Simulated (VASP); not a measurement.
An input for Quantum ESPRESSO's pw.x (written as the equivalent of a VASP run, and not itself run):

```
&CONTROL
  calculation = 'scf'
  pseudo_dir = './pseudo'
  outdir = './out'
  tprnfor = .true.
  tstress = .true.
/
&SYSTEM
  ibrav = 0
  nat = 2
  ntyp = 2
  ecutwfc = 88
  occupations = 'tetrahedra'
  input_dft = 'vdw-df2-b86r'
/
&ELECTRONS
  conv_thr = 7.3e-09
  electron_maxstep = 100
/
ATOMIC_SPECIES
  Be 9.012 Be.upf
  S 32.060 S.upf
CELL_PARAMETERS angstrom
    -0.0000000    2.4303911    2.4303911
     2.4303911    0.0000000    2.4303911
     2.4303911    2.4303911    0.0000000
ATOMIC_POSITIONS crystal
  Be   0.0000000  1.0000000  0.0000000
  S    0.2500000  0.2500000  0.2500000
K_POINTS automatic
  10 10 10 0 0 0
```

Question: Write the VASP files for the same calculation (rev-vdW-DF2).

Answer: One answer among several that fit: 
**INCAR**
```
! general
SYSTEM  =BeS
PREC    =Accurate
ENCUT   =520
LREAL   =.False.
LASPH   =.True.

! electronic loop
EDIFF   =1E-7
NELM    =100
ALGO    =Normal

! smearing
ISMEAR  =-5

! functional
GGA     =MK
LUSE_VDW=.True.
AGGAC   =0.0
PARAM1  =0.1234568
PARAM2  =0.7114
ZAB_VDW =-1.8867

! ions
ISIF    =2

! output
LWAVE   =.False.
LCHARG  =.True.
LORBIT  =11
NEDOS   =601
```

POSCAR:
```
BeS
1
   -0.0000000000     2.4303911303     2.4303911303
    2.4303911303     0.0000000000     2.4303911303
    2.4303911303     2.4303911303     0.0000000000
Be S
1 1
Direct
  0.0000000000   1.0000000000   0.0000000000
  0.2500000000   0.2500000000   0.2500000000
```

**KPOINTS**
```
Automatic mesh
0
Gamma
10 10 10
0 0 0
```

POTCAR, in this order: Be S (PBE.64 set). Program: vasp_std.

What does not carry over: the potentials are each code's own (VASP's PAW set, PseudoDojo norm-conserving files in pw.x), so ENCUT and ecutwfc are chosen apart and not converted; conv_thr bounds pw.x's estimated SCF error, while EDIFF bounds the energy change between steps.

The compound is BeS in the zinc blende structure. It was relaxed first.
